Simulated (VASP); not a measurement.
Data:

```xyz
5
Lattice="3.9816 0.0000 0.0000 0.0000 3.9816 0.0000 0.0000 0.0000 4.0843" Properties=species:S:1:pos:R:3 pbc="T T T"
Ba     0.0000     0.0000     0.0315
Ti     1.9908     1.9908     2.0032
O      1.9908     1.9908     0.1561
O      3.9816     1.9908     2.1414
O      1.9908     0.0000     2.1414
```

Computed with r2SCAN+rVV10 with spin-orbit coupling, VASP's PBE PAW potentials (set 64) (plane waves; VASP). Run with 520 eV cut-off, 5×5×5 Γ-centred mesh, Gaussian smearing of 0.050 eV, potentials Ba_sv Ti_sv O.

### Question
Give the energies of bands 33 to 46 at the high-symmetry points, in eV from the valence-band maximum.

### Answer

| band | Γ | X | M | Z | R | A |
|---|---|---|---|---|---|---|
| 33 | -1.27 | -1.93 | -1.96 | -2.02 | -1.85 | -2.39 |
| 34 | -1.27 | -1.93 | -1.96 | -2.02 | -1.85 | -2.39 |
| 35 | -0.60 | -1.71 | -1.14 | -1.98 | -1.09 | -0.26 |
| 36 | -0.60 | -1.71 | -1.14 | -1.98 | -1.09 | -0.26 |
| 37 | -0.45 | -1.25 | -1.00 | -0.78 | -0.95 | -0.24 |
| 38 | -0.45 | -1.25 | -1.00 | -0.78 | -0.95 | -0.24 |
| 39 | -0.40 | -1.09 | -0.08 | -0.74 | -0.33 | 0.00 |
| 40 | -0.40 | -1.09 | -0.08 | -0.74 | -0.33 | 0.00 |
| 41 | 2.18 | 2.65 | 3.96 | 2.32 | 3.88 | 4.50 |
| 42 | 2.18 | 2.65 | 3.96 | 2.32 | 3.88 | 4.50 |
| 43 | 2.53 | 3.88 | 3.98 | 3.86 | 3.92 | 4.51 |
| 44 | 2.53 | 3.88 | 3.98 | 3.86 | 3.92 | 4.51 |
| 45 | 2.55 | 3.95 | 4.36 | 3.89 | 4.26 | 4.57 |
| 46 | 2.55 | 3.95 | 4.36 | 3.89 | 4.26 | 4.57 |

The gap is indirect, 2.18 eV, from the valence maximum at A to the conduction minimum at Γ.

The structure comes from a measured BaTiO3 entry (P4mm) of the Crystallography Open Database, whose conditions weren't checked. It was relaxed first.
